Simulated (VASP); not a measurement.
An input for Quantum ESPRESSO's pw.x (written as the equivalent of a VASP run, and not itself run):

```
&CONTROL
  calculation = 'vc-relax'
  pseudo_dir = './pseudo'
  outdir = './out'
  tprnfor = .true.
  tstress = .true.
  nstep = 30
  forc_conv_thr = 0.00039
/
&SYSTEM
  ibrav = 0
  nat = 3
  ntyp = 2
  ecutwfc = 84
  occupations = 'smearing'
  smearing = 'gaussian'
  degauss = 0.003675
  input_dft = 'revpbe'
/
&ELECTRONS
  conv_thr = 7.3e-09
  electron_maxstep = 100
/
&IONS
/
&CELL
  cell_dofree = 'shape'
/
ATOMIC_SPECIES
  Mg 24.305 Mg.upf
  I 126.904 I.upf
CELL_PARAMETERS angstrom
     2.1311537   -3.6912661    0.0000000
     2.1311537    3.6912661    0.0000000
     0.0000000    0.0000000    8.7424749
ATOMIC_POSITIONS crystal
  Mg   0.0000000  0.0000000  1.0000000
  I    0.3333330  0.6666670  0.1917341
  I    0.6666670  0.3333330  0.8082659
K_POINTS automatic
  6 6 3 0 0 0
```

Q: Write the VASP files for the same calculation (revPBE).

A: This is not unique; one that fits is 
POSCAR:
```
MgI2
1
    2.1311537164    -3.6912660591     0.0000000000
    2.1311537164     3.6912660591     0.0000000000
    0.0000000000     0.0000000000     8.7424749383
Mg I
1 2
Direct
  0.0000000000   0.0000000000   1.0000000000
  0.3333330000   0.6666670000   0.1917340556
  0.6666670000   0.3333330000   0.8082659444
```

### INCAR
```
! general
SYSTEM  = MgI2
PREC    = Accurate
ENCUT   = 520   ! plane-wave cut-off (eV)
LREAL   = F
LASPH   = T

! electronic loop
EDIFF   = 1E-7
NELM    = 100   ! most electronic steps
ALGO    = Normal
LMAXMIX = 4

! smearing
ISMEAR  = 0
SIGMA   = 0.05   ! width (eV)

! functional
GGA     = RE   ! revPBE

! ions
IBRION  = 2   ! conjugate gradients
NSW     = 30   ! most ionic steps
ISIF    = 4   ! ions and shape, fixed volume
EDIFFG  = -0.01   ! ionic stop

! output
LWAVE   = F
LCHARG  = F
```

### KPOINTS
```
Regular mesh
0
Gamma
 6 6 3
0 0 0
```

POTCAR, in this order: Mg I (PBE.64 set). Program: vasp_std.

What does not carry over: the potentials are each code's own (VASP's PAW set, PseudoDojo norm-conserving files in pw.x), so ENCUT and ecutwfc are chosen apart and not converted; conv_thr bounds pw.x's estimated SCF error, while EDIFF bounds the energy change between steps; forc_conv_thr acts on force components and is met together with etot_conv_thr.

The compound is MgI2 in the 1T layered structure. It was relaxed first, which changed the volume by +34 %.
